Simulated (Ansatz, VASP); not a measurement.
# Cross-check of KMgF3 between VASP and Ansatz, part 2 of 2

Wanted: the spread between two codes on one cell, functional and k mesh. The cell is taken from a series of runs on this material, whose earlier steps may have relaxed, scaled, displaced or heated it; both programs get it as it stands.

VASP 6.6.1 and Ansatz 0.2.0.

So far: The structure; VASP: elastic constants, LDA.

## Step 3: Ansatz: elastic constants, LDA

Level of this step: Ansatz beside VASP: Kohn-Sham DFT, plane waves, LDA (Ansatz).

Ansatz runs on its default PAW (the set named soft_2) files.

The same cell, functional (in two slightly different forms), mesh and smearing now go to Ansatz.

Input file input.yaml:

```yaml
crystal:
  lattice:
    - [3.9085066869, 0.0, 0.0]
    - [0.0, 3.9085066869, 0.0]
    - [0.0, 0.0, 3.9085066869]
  atoms:
    - { symbol: K, position: [0.5, 0.5, 0.5] }
    - { symbol: Mg, position: [0.0, 0.0, 0.0] }
    - { symbol: F, position: [0.5, 0.0, 0.0] }
    - { symbol: F, position: [0.0, 0.5, 0.0] }
    - { symbol: F, position: [0.0, 0.0, 0.5] }
kpoints:
  mp_grid: { grid: [6, 6, 6] }
hamiltonian:
  xc: lda
scf:
  occupations: { method: gaussian, width: 0.02 }
output:
  forces: true
  stress: true
  eigenvalues: true
basis:
  ecutwfc: 590.0
elastic:
  mode: relaxed_ion
  stencil: two_point
```

The run is started by

```
$ ansatz run input.yaml --threads 8 --pin off --max-ram 16384MiB --backend cpu --events-out ev --progress --plain --runs-dir out
```

Numbers of over 12 decimals in the logs are rounded to 6 here.

Output:

```text
Engine: ansatz 0.2.0, x86_64-unknown-linux-gnu
Pseudopotentials: kind: paw
Pseudopotential: K, paw, valence charge 9, recommended cutoff 420 eV (normal), K.paw.azcp
Pseudopotential: Mg, paw, valence charge 10, recommended cutoff 420 eV (normal), Mg.paw.azcp
Pseudopotential: F, paw, valence charge 7, recommended cutoff 420 eV (normal), F.paw.azcp
Functional definition: SPW92
  exchange = slater_x
  correlation = pw_c
Crystal: 5 atoms, lattice volume = 59.708 Å³
Basis set: ecut = 590 eV, 1935 PW (Γ)
Bands: 25, of which v1, the nominal top of the filled ones, is band 20 counted from 1 (19 counted from 0)
Symmetry: 48 space group operations
Space group: Pm-3m (ITA 221), of the structure as read, at distance tolerance 3.9e-5 Å
k-points: 20 of 216
Non-local potential: K, projectors of the file, l = 0: 3, l = 1: 2, l = 2: 2
Non-local potential: Mg, projectors of the file, l = 0: 3, l = 1: 2, l = 2: 1
Non-local potential: F, projectors of the file, l = 0: 2, l = 1: 2, l = 2: 1
PAW form: soft (Blöchl's): semilocal exchange-correlation on the pseudo side does not see the compensation charge
PAW frozen core: K, regenerated for the run's functional, and the local potential with it (the file was generated under x = pbe(κ = 0.804, μ = 0.219515), c = pbe(β = 0.066725))
PAW frozen core: Mg, regenerated for the run's functional, and the local potential with it (the file was generated under x = pbe(κ = 0.804, μ = 0.219515), c = pbe(β = 0.066725))
PAW frozen core: F, regenerated for the run's functional, and the local potential with it (the file was generated under x = pbe(κ = 0.804, μ = 0.219515), c = pbe(β = 0.066725))
PAW one-centre angular grid: K, 110 points (default); XC on 64 Gauss nodes
PAW one-centre angular grid: Mg, 110 points (default); XC on 64 Gauss nodes
PAW one-centre angular grid: F, 110 points (default); XC on 64 Gauss nodes
Initial density: superposition of atomic densities (neutral atoms: chi_scale 0, normalization atom), corrected by the library's trained network
Initial wavefunctions: pseudopotential atomic-orbital guess
Functional: x = slater, c = lda
SCF iter   1: F=—  HF=-5787.719876 eV  |F-HF|=—  |Δ(HF+E_count)|=         —  Δρ=2.01e-2  dr2=1.66e-1  ethr=1.77e-3  ⟨swp⟩=6.5  Hψ=2523  notcnv=0
preconditioner: auto → Resta (q_TF=auto, 2.552 Å⁻¹)  ε∞=3.0  [insulator: Δε(μ)=7.182 eV  Ē_g=19.042 eV  σ=0.020 eV  W_gap=1.00  n_scr=18 (ndim 8)  ℏωp=27.2 eV  f_vac=0.029  D(μ)=0.00/eV (n_scr^D=0)  ε∞_Penn≈3.0]
SCF iter   2: F=—  HF=-5787.666216 eV  |F-HF|=—  |Δ(HF+E_count)|=   5.37e-2  Δρ=5.61e-3  dr2=5.89e-3  ethr=4.16e-4  ⟨swp⟩=2.0  Hψ=959  notcnv=0  defer=18
SCF iter   3: F=—  HF=-5787.663850 eV  |F-HF|=—  |Δ(HF+E_count)|=   2.37e-3  Δρ=2.41e-3  dr2=1.78e-3  ethr=1.47e-5  ⟨swp⟩=2.2  Hψ=901  notcnv=0  defer=20
SCF iter   4: F=—  HF=-5787.663278 eV  |F-HF|=—  |Δ(HF+E_count)|=   5.72e-4  Δρ=3.35e-4  dr2=3.34e-5  ethr=4.45e-6  ⟨swp⟩=2.3  Hψ=813  notcnv=0  defer=20
SCF iter   5: F=—  HF=-5787.663280 eV  |F-HF|=—  |Δ(HF+E_count)|=   2.21e-6  Δρ=5.51e-5  dr2=7.40e-7  ethr=8.36e-8  ⟨swp⟩=2.2  Hψ=656  notcnv=0  defer=20
SCF iter   6: F=—  HF=-5787.663281 eV  |F-HF|=—  |Δ(HF+E_count)|=   7.07e-7  Δρ=8.03e-6  dr2=2.25e-8  ethr=1.85e-9  ⟨swp⟩=2.0  Hψ=762  notcnv=0  defer=20
SCF iter   7: F=—  HF=-5787.663281 eV  |F-HF|=—  |Δ(HF+E_count)|=   5.69e-9  Δρ=1.51e-6  dr2=1.20e-9  ethr=5.62e-11  ⟨swp⟩=2.0  Hψ=796  notcnv=0  defer=20
SCF iter   8: F=—  HF=-5787.663281 eV  |F-HF|=—  |Δ(HF+E_count)|=   1.00e-9  Δρ=2.42e-7  dr2=2.92e-11  ethr=2.99e-12  ⟨swp⟩=2.4  Hψ=781  notcnv=0  defer=20
SCF iter   9: F=—  HF=-5787.663281 eV  |F-HF|=—  |Δ(HF+E_count)|=  1.00e-11  Δρ=5.27e-8  dr2=8.01e-13  ethr=7.31e-14 (applied; sched 1.00e-12)  ⟨swp⟩=2.0  Hψ=816  notcnv=0  defer=20
SCF iter  10: F=-5787.663281 eV  HF=-5787.663281 eV  |F-HF|=0.00e0  |Δ(HF+E_count)|=  1.82e-12  Δρ=8.15e-9  dr2=4.19e-14  ethr=1.00e-12  ⟨swp⟩=8.3  Hψ=2267  notcnv=0
SCF 1 converged in 10 iterations: F = -5787.663281 eV  dr2 = 4.19e-14
  greatest PAW one-centre occupation: 1.000 electrons in one spin orbital (limit 2), on the Mg atom at site 1 (counted from 0), in its partial waves of l = 1
Crystal: 5 atoms, lattice volume = 59.589 Å³
Symmetry: 16 space group operations
k-points: 40 of 216
Initial density: handed on by an earlier stage of this run
Initial wavefunctions: those handed on with the density
[...]
preconditioner: auto → Resta (q_TF=auto, 2.553 Å⁻¹)  ε∞=3.0  [insulator: Δε(μ)=7.456 eV  Ē_g=19.224 eV  σ=0.020 eV  W_gap=1.00  n_scr=18 (ndim 8)  ℏωp=27.2 eV  f_vac=0.024  D(μ)=0.00/eV (n_scr^D=0)  ε∞_Penn≈3.0]
[...]
SCF 2 converged in 9 iterations: F = -5787.663169 eV  dr2 = 4.15e-14
Crystal: 5 atoms, lattice volume = 59.827 Å³
[...]
preconditioner: auto → Resta (q_TF=auto, 2.551 Å⁻¹)  ε∞=3.0  [insulator: Δε(μ)=7.424 eV  Ē_g=19.201 eV  σ=0.020 eV  W_gap=1.00  n_scr=18 (ndim 8)  ℏωp=27.2 eV  f_vac=0.024  D(μ)=0.00/eV (n_scr^D=0)  ε∞_Penn≈3.0]
[...]
SCF 3 converged in 6 iterations: F = -5787.663142 eV  dr2 = 4.37e-14
Symmetry: 8 space group operations
k-points: 52 of 216
[...]
preconditioner: auto → Resta (q_TF=auto, 2.552 Å⁻¹)  ε∞=3.0  [insulator: Δε(μ)=7.442 eV  Ē_g=19.213 eV  σ=0.020 eV  W_gap=1.00  n_scr=18 (ndim 8)  ℏωp=27.2 eV  f_vac=0.024  D(μ)=0.00/eV (n_scr^D=0)  ε∞_Penn≈3.0]
[...]
SCF iter   4: F=—  HF=-5787.663243 eV  |F-HF|=—  |Δ(HF+E_count)|=   2.40e-9  Δρ=7.52e-7  dr2=1.80e-10  ethr=1.44e-11  ⟨swp⟩=2.2  Hψ=1954  notcnv=0  defer=52
SCF iter   5: F=—  HF=-5787.663243 eV  |F-HF|=—  |Δ(HF+E_count)|=  1.09e-11  Δρ=4.97e-7  dr2=7.90e-11  ethr=4.51e-13 (applied; sched 1.00e-12)  ⟨swp⟩=2.0  Hψ=2109  notcnv=0  defer=52
SCF iter   6: F=—  HF=-5787.663243 eV  |F-HF|=—  |Δ(HF+E_count)|=  2.18e-11  Δρ=7.78e-8  dr2=1.39e-12  ethr=1.98e-13 (applied; sched 1.00e-12)  ⟨swp⟩=2.0  Hψ=2002  notcnv=0  defer=52
SCF iter   7: F=-5787.663243 eV  HF=-5787.663243 eV  |F-HF|=9.09e-13  |Δ(HF+E_count)|=  9.09e-13  Δρ=1.22e-8  dr2=3.91e-14  ethr=1.00e-12  ⟨swp⟩=4.3  Hψ=4635  notcnv=0
SCF 4 converged in 7 iterations: F = -5787.663243 eV  dr2 = 3.91e-14
iter 1 solved again at ethr=1.00e-12 eV; its pass at ethr=3.10e-3 eV (dr2=9.06e-11 eV) is discarded
SCF iter   1: F=—  HF=-5787.663243 eV  |F-HF|=—  |Δ(HF+E_count)|=         —  Δρ=6.62e-7  dr2=8.30e-11  ethr=1.00e-12  ⟨swp⟩=3.0  Hψ=6697  notcnv=0  defer=51
SCF iter   2: F=—  HF=-5787.663243 eV  |F-HF|=—  |Δ(HF+E_count)|=  1.82e-12  Δρ=2.87e-7  dr2=1.25e-11  ethr=2.08e-13 (applied; sched 1.00e-12)  ⟨swp⟩=2.0  Hψ=1990  notcnv=0  defer=52
SCF iter   3: F=—  HF=-5787.663243 eV  |F-HF|=—  |Δ(HF+E_count)|=  3.64e-12  Δρ=1.39e-7  dr2=3.81e-12  ethr=3.13e-14 (applied; sched 1.00e-12)  ⟨swp⟩=2.2  Hψ=1739  notcnv=0  defer=52
SCF iter   4: F=—  HF=-5787.663243 eV  |F-HF|=—  |Δ(HF+E_count)|=  9.09e-13  Δρ=1.71e-8  dr2=1.47e-13  ethr=9.53e-15 (applied; sched 1.00e-12)  ⟨swp⟩=2.4  Hψ=2039  notcnv=0  defer=52
SCF iter   5: F=-5787.663243 eV  HF=-5787.663243 eV  |F-HF|=0.00e0  |Δ(HF+E_count)|=  9.09e-13  Δρ=1.38e-8  dr2=6.27e-14  ethr=1.00e-12  ⟨swp⟩=4.0  Hψ=4339  notcnv=0
SCF 5 converged in 5 iterations: F = -5787.663243 eV  dr2 = 6.27e-14
SCF converged after 10 iterations
Free energy (F): -5787.663281 eV
Harris-Foulkes:  -5787.663281 eV  (|F-HF|=0.00e0)
Internal energy: -5787.663281 eV  (E = F + TS)
E sigma→0 (E₀):  -5787.663281 eV
Fermi energy:    6.724973 eV
--- Per-component energies (eV) ---
  E_band       = -486.153404
  E_kinetic    = 951.827773
  E_local      = -3647.195747  (includes V_loc(G=0)·N_el)
  E_nonlocal   = 339.376851
  E_hartree    = 1319.032959
  E_xc         = -399.045993
  E_vxc        = -508.203878  (∫ρ·V_xc dr)
  E_paw        = -1576.878661  (= ΣΔE_a)
  E_vpaw       = -260.025503  (= ΣTr[D̂ρ^β])
  E_aug_tail   = 0.001180  (compensation charges beyond the density's cutoff)
  E_ewald      = -2775.529377
  E_core_change = 0.747734  (= ΣΔE_core)
  E_smearing   = -0.000000  (= −TS)
  E_closure    = 0.000000  (closes the sum)
  Σ components = -5787.663281   (vs F -5787.663281, Δ=0.00e0)
--- Forces (eV/Å), atoms counted from 1 ---
  atom   1  K      0.00000000    -0.00000000     0.00000000
  atom   2  Mg    -0.00000000     0.00000000     0.00000000
  atom   3  F     -0.00000000    -0.00000000     0.00000000
  atom   4  F      0.00000000    -0.00000000     0.00000000
  atom   5  F      0.00000000     0.00000000     0.00000000
  max |Σ_I F_I| component: 5.90e-29 eV/Å
--- Stress (GPa, compression-positive) ---
       -0.018064       0.000000       0.000000
        0.000000      -0.018064       0.000000
        0.000000       0.000000      -0.018064
  P = ⅓ Tr σ = -0.0181 GPa (-0.181 kbar)
--- Band table (eV; the first three rows and the last of 20) ---
  k-point 0: bands = [... 16 lower, 2.3024, 2.6822, 2.6822, 2.6822, 10.4461, 12.8821, 12.8821, 15.1700, ... 1 higher]
  k-point 1: bands = [... 16 lower, 2.2379, 2.3904, 2.6195, 2.6195, 10.9527, 13.1537, 13.2134, 15.3117, ... 1 higher]
  k-point 2: bands = [... 16 lower, 2.1128, 2.1128, 2.4920, 2.4920, 12.1594, 13.7268, 13.8449, 15.6456, ... 1 higher]
  k-point 19: bands = [... 16 lower, 1.8182, 3.0038, 3.0038, 3.0038, 13.4409, 13.4409, 13.4409, 17.1044, ... 1 higher]
--- Elastic constants: 2 strain directions × 2 members + reference (group order 48) ---
  dense FFT box of the reference and of every strained cell: 32×32×32
  strains applied: 11, 23; error gains: componentwise 1.00 (the most a stress slope's error grows in a printed constant), spectral 1.73 (1 for all six strains in a standard setting)
  C = ∂σ_k/∂η_j (tension-positive GPa; Voigt order 11 22 33 23 13 12):
       166.975     45.683     45.683     -0.000     -0.000     -0.000
        45.683    166.975     45.683     -0.000     -0.000     -0.000
        45.683     45.683    166.975     -0.000     -0.000     -0.000
         0.000      0.000     -0.000     49.386      0.000      0.000
         0.000      0.000     -0.000      0.000     49.386      0.000
        -0.000      0.000     -0.000      0.000      0.000     49.386
  reference stress σ⁰ (GPa):      0.018      0.018      0.018     -0.000     -0.000     -0.000
  C* (energy form; C + prestress term) asymmetry max|C*_kj − C*_jk| = 7.105e-15 GPa — a small one proves nothing (zero by symmetry where the batch's group is 432, −43m or m−3m); a large one is finite-difference/SCF noise where every solve meets its electron count
  moduli (Voigt/Reuss/Hill, GPa): K = 86.11/86.11/86.11   G = 53.89/53.35/53.62   E = 133.21   ν = 0.242
  mechanically stable: yes (min eigenvalue of sym C = 49.39 GPa)
  strain η (Voigt 11):  stress-route row diagonal C_11 = 166.97 GPa, energy-path curvature d²(F+E_count+ΔE)/dδ²/Ω₀ = 166.98 GPa
         δ    σ_11 (GPa)             F (eV)   n_scf  n_hpsi   n_pw
    -2.000e-3      -0.3194       -5787.6631689       9   21374   1960   relax 0 steps, max|allowed force component| 5.92e-30 eV/Å
     2.000e-3       0.3485       -5787.6631423       6   15395   1980   relax 0 steps, max|allowed force component| 2.14e-29 eV/Å
  strain η (Voigt 23):  stress-route row diagonal C_44 = 49.39 GPa, energy-path curvature d²(F+E_count+ΔE)/dδ²/Ω₀ = 49.38 GPa
         δ    σ_23 (GPa)             F (eV)   n_scf  n_hpsi   n_pw
    -2.000e-3      -0.0988       -5787.6632432       7   21641   1976   relax 0 steps, max|allowed force component| 4.97e-30 eV/Å
     2.000e-3       0.0988       -5787.6632432       5   17652   1976   relax 0 steps, max|allowed force component| 6.35e-30 eV/Å
```

The column dr2 measures how far the density is from self-consistency, as an energy; F and HF (Harris–Foulkes) agree once it is small.

## Step 4: Side by side

Known differences besides the potentials themselves: the two LDA forms differ slightly; the data sets hold 40 valence electrons in Ansatz (on its default PAW (the set named soft_2) files) and 32 in VASP; the cutoff is 590 eV in Ansatz and 600 eV in VASP; VASP's log shows a relativistic correction to its local exchange, Ansatz's none; VASP takes each elastic constant from one size of strain, Ansatz from those that its log lists. Total energies have different zeros and are not compared.

The two programs side by side:

| quantity | Ansatz | VASP | difference |
| --- | --- | --- | --- |
| C11 (GPa) | 167.0 | 164.9 | +1.23 % |
| C22 (GPa) | 167.0 | 164.9 | +1.23 % |
| C33 (GPa) | 167.0 | 164.9 | +1.23 % |
| C12 (GPa) | 45.7 | 44.7 | +2.18 % |
| C13 (GPa) | 45.7 | 44.7 | +2.18 % |
| C23 (GPa) | 45.7 | 44.7 | +2.18 % |
| C44 (GPa) | 49.4 | 49.4 | +0.03 % |
| C55 (GPa) | 49.4 | 49.4 | +0.03 % |
| C66 (GPa) | 49.4 | 49.4 | +0.03 % |

## Step 5: Outcome

* difference in C12 (elastic constants, LDA): 2.2 %

The difference in C12 is 2.2 % (elastic constants, LDA), within the 5 % picked in this series as the mark of a large difference. The data sets hold unlike numbers of valence electrons (40 in Ansatz and 32 in VASP), so part of the differences comes from the potentials. How closely two codes agree says nothing of how well the functional describes the real material.

[Lines on the potential files, build, host, timing and source positions are cut from VASP's logs without a mark.]

[Logs are printed without paths, hosts, clocks, repeated set-up lines and the standing remarks that a program may print on its own settings, such as how far it seeks lower states.]

[Hosts, paths, dates, database ids (printed as entryN), source tags and the programs' standing remarks are cut or masked in the printed files.]
